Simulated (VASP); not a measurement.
An input for Ansatz (written as the equivalent of a VASP run, and not itself run):

Ansatz 0.2 input:
```yaml
crystal:
  lattice:
    - [1.6413630, -2.8429245, 0.0000000]
    - [1.6413630, 2.8429245, 0.0000000]
    - [0.0000000, 0.0000000, 5.2989799]
  atoms:
    - { symbol: Zn, position: [0.6666670, 0.3333330, 0.5013976] }
    - { symbol: Zn, position: [0.3333330, 0.6666670, 0.0013976] }
    - { symbol: O, position: [0.6666670, 0.3333330, 0.8806024] }
    - { symbol: O, position: [0.3333330, 0.6666670, 0.3806024] }
kpoints:
  mp_grid: { grid: [8, 8, 5] }
hamiltonian:
  xc: pbe
  pseudopotentials: { kind: paw }
scf:
  occupations: { method: gaussian, width: 0.05 }
  max_iter: 100
relax:
  max_steps: 60
  f_tol: 0.01
  cell: {}
output: { forces: true, stress: true, eigenvalues: true }
```

Task: Write the VASP files for the same calculation (PBE).

Result: Several could match; the one computed here: 
**INCAR**
```
# general
SYSTEM   =  ZnO
PREC     =  Accurate
ENCUT    =  480
LREAL    =  F   # projection in real space or not
LASPH    =  T   # aspherical one-centre terms

# electronic loop
EDIFF    =  1E-6
NELM     =  100
ALGO     =  Normal   # blocked Davidson
LMAXMIX  =  4   # l cut-off of mixed one-centre charges

# smearing
ISMEAR   =  0
SIGMA    =  0.05   # width (eV)

# functional
GGA      =  PE   # PBE

# ions
IBRION   =  2   # conjugate gradients
NSW      =  60
ISIF     =  3
EDIFFG   =  -0.01   # ionic stop

# output
LWAVE    =  F
LCHARG   =  F
```

POSCAR:
```
ZnO
1.0
  1.6413629882  -2.8429245400   0.0000000000
  1.6413629882   2.8429245400   0.0000000000
  0.0000000000   0.0000000000   5.2989798897
Zn O
2 2
Cart
  1.6413629882  -0.9476434086   2.6568958082
  1.6413629882   0.9476434086   0.0074058633
  1.6413629882  -0.9476434086   4.6662943994
  1.6413629882   0.9476434086   2.0168044546
```

File KPOINTS:
```
Automatic mesh
0
Gamma
8 8 5
0 0 0
```

POTCAR, in this order: Zn O (PBE.64 set). Program: vasp_std.

What does not carry over: each code has its own PAW files, so the cut-off isn't converted (ENCUT is set for VASP's; basis.ecutwfc is left out, and Ansatz then takes the one that its files recommend); Ansatz stops its SCF on the density residual and VASP on the energy change (EDIFF).

The compound is ZnO in the wurtzite structure. This run relaxes it. Symmetry was kept, so distortions that lower it aren't found. The start is the result of an earlier pass.
